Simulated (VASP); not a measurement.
OSZICAR of a VASP run on MgO (rock salt):

File OSZICAR:
```
       N       E                     dE             d eps       ncg     rms          rms(c)
DAV:   1     0.201884265369E+02    0.20188E+02   -0.52179E+03   840   0.100E+03
DAV:   2    -0.129682834420E+02   -0.33157E+02   -0.31632E+02   928   0.160E+02
DAV:   3    -0.134693960668E+02   -0.50111E+00   -0.50111E+00   944   0.234E+01
DAV:   4    -0.134701078218E+02   -0.71175E-03   -0.71175E-03  1000   0.842E-01
DAV:   5    -0.134701083778E+02   -0.55601E-06   -0.55601E-06   968   0.183E-02    0.719E+00
DAV:   6    -0.119367795342E+02    0.15333E+01   -0.10255E+01   752   0.225E+01    0.232E+00
DAV:   7    -0.119208435880E+02    0.15936E-01   -0.52939E-02   792   0.276E+00    0.132E+00
DAV:   8    -0.119149881024E+02    0.58555E-02   -0.26401E-02   752   0.247E+00    0.166E-01
DAV:   9    -0.119148666371E+02    0.12147E-03   -0.47801E-04  1080   0.199E-01    0.752E-02
DAV:  10    -0.119149756168E+02   -0.10898E-03   -0.13784E-04   768   0.127E-01    0.558E-03
DAV:  11    -0.119149757704E+02   -0.15367E-06   -0.95928E-07  1064   0.917E-03    0.322E-03
DAV:  12    -0.119149757199E+02    0.50571E-07   -0.46546E-07   784   0.636E-03
   1 F= -.11914976E+02 E0= -.11914976E+02  d E =-.217979E-12
```

Task: Which electronic solver shows in the log?

Result: It is blocked Davidson (ALGO = Normal, or the opening steps of other solvers). The INCAR had ALGO = Normal.

Task: Can the final energy be trusted as converged?

Result: The run converged. It stopped with EDIFF = 1E-7, NELM = 100 (PBE GGA, plane waves, VASP's PBE PAW potentials (set 64)).

The compound is MgO in the rock salt structure. It was relaxed first.
